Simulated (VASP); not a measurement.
Here is a VASP 6.6.1 calculation.

The input INCAR:

```
SYSTEM = CdS
PREC = Accurate ; ENCUT = 520
EDIFF = 1E-6 ; ISMEAR = 0
SIGMA = 0.02 ; LREAL = .False.
LASPH = .True. ; NELM = 80
ALGO = Fast ; ISIF = 2
LWAVE = .False. ; LCHARG = .False.
GGA = PE ; NBANDS = 16
```

The input KPOINTS:

```
regular mesh
0
Gamma
  10 10 10
  0 0 0
```

Contents of POSCAR:

```
CdS
1.0
    0.0000000000      2.9200000000      2.9200000000
    2.9200000000      0.0000000000      2.9200000000
    2.9200000000      2.9200000000      0.0000000000
Cd S
1 1
Direct
    0.0000000000      0.0000000000      0.0000000000
    0.2500000000      0.2500000000      0.2500000000
```

KPOINTS_OPT

```
path GXWKGLUWLK,UX
15
line-mode
reciprocal
 0.0000000000  0.0000000000  0.0000000000  G
 0.5000000000  0.0000000000  0.5000000000  X

 0.5000000000  0.0000000000  0.5000000000  X
 0.5000000000  0.2500000000  0.7500000000  W

 0.5000000000  0.2500000000  0.7500000000  W
 0.3750000000  0.3750000000  0.7500000000  K

 0.3750000000  0.3750000000  0.7500000000  K
 0.0000000000  0.0000000000  0.0000000000  G

 0.0000000000  0.0000000000  0.0000000000  G
 0.5000000000  0.5000000000  0.5000000000  L

 0.5000000000  0.5000000000  0.5000000000  L
 0.6250000000  0.2500000000  0.6250000000  U

 0.6250000000  0.2500000000  0.6250000000  U
 0.5000000000  0.2500000000  0.7500000000  W

 0.5000000000  0.2500000000  0.7500000000  W
 0.5000000000  0.5000000000  0.5000000000  L

 0.5000000000  0.5000000000  0.5000000000  L
 0.3750000000  0.3750000000  0.7500000000  K

 0.6250000000  0.2500000000  0.6250000000  U
 0.5000000000  0.0000000000  0.5000000000  X
```

Potentials or basis: VASP PAW PBE potentials, release 64 (Cd, S).

The run is started by

```sh
$ cat potpaw_PBE.64/Cd/POTCAR potpaw_PBE.64/S/POTCAR > POTCAR
$ mpirun -np 1 vasp_std > vasp.out
```

(1) Estimate the pressure.

(2) What does it give for the band gap on the k mesh?

(3) Predict the band gap along the path.

Answers

(1) 3.0 GPa.

(2) 1.14 eV, direct.

(3) 1.14 eV, direct.
